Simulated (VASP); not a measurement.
Given:

```xyz
4
Lattice="4.0895 0.0000 0.0000 0.0000 4.0895 0.0000 0.0000 0.0000 4.0895" Properties=species:S:1:pos:R:3 pbc="T T T"
Sc     0.0000     0.0000     0.0000
Al     0.0000     2.0448     2.0448
Al     2.0448     0.0000     2.0448
Al     2.0448     2.0448     0.0000
```

Calculation: optB86b-vdW, VASP's PBE PAW potentials (set 64) (plane waves; VASP). Run with 520 eV cut-off, Gaussian smearing of 0.050 eV, potentials Sc_sv Al.

Task: Give the energies of bands 5 to 13 at the high-symmetry points, in eV from the Fermi level.

Result: 
```json
[
 {"band": "5", "Γ": "-9.98", "X": "-8.11", "M": "-6.71", "R": "-4.77"},
 {"band": "6", "Γ": "-2.58", "X": "-7.28", "M": "-5.60", "R": "-4.77"},
 {"band": "7", "Γ": "-2.58", "X": "-1.70", "M": "-5.60", "R": "-4.77"},
 {"band": "8", "Γ": "-1.79", "X": "-1.70", "M": "-4.31", "R": "-4.42"},
 {"band": "9", "Γ": "-1.79", "X": "-1.43", "M": "-0.52", "R": "-2.91"},
 {"band": "10", "Γ": "-1.79", "X": "0.88", "M": "-0.52", "R": "-2.91"},
 {"band": "11", "Γ": "1.32", "X": "1.03", "M": "1.22", "R": "-2.91"},
 {"band": "12", "Γ": "1.32", "X": "1.03", "M": "1.42", "R": "1.02"},
 {"band": "13", "Γ": "1.32", "X": "1.44", "M": "2.11", "R": "2.63"}
]
```

It has no gap at this level: it comes out as a metal or semimetal.

The compound is Al3Sc in the L1_2 structure. It was relaxed first.
